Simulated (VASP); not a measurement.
Crystal: H2, in a box.

```xyz
2
Lattice="10.0000 0.0000 0.0000 0.0000 10.0000 0.0000 0.0000 0.0000 10.0000" Properties=species:S:1:pos:R:3 pbc="T T T"
H     5.0000    5.0000    4.5700
H     5.0000    5.0000    5.4300
```

Base run:

```yaml
Program: VASP 6.6.1
Functional: HSE06
Potentials_or_basis: VASP PAW PBE potentials, release 64 (H)
Cutoff: 450 eV
k_mesh: 1 × 1 × 1
Occupations: gaussian, width 0.02 eV
Spin: no spin polarisation
```

Its results: gap between the frontier levels 10.72 eV; largest force 2.916 eV/Å.

Question: The run is repeated on the same cell with these changes: functional from HSE06 to r2SCAN. What comes out?

Answer: Gap between the frontier levels 10.33 eV; largest force 2.986 eV/Å.

HSE06 gives the wider gap, since exact exchange removes part of the self-interaction.

Caveats: the PAW data sets were made with another functional, which shifts forces and pressure a little.

A k mesh can miss the band edges.

Not every run made on this cell is shown here.
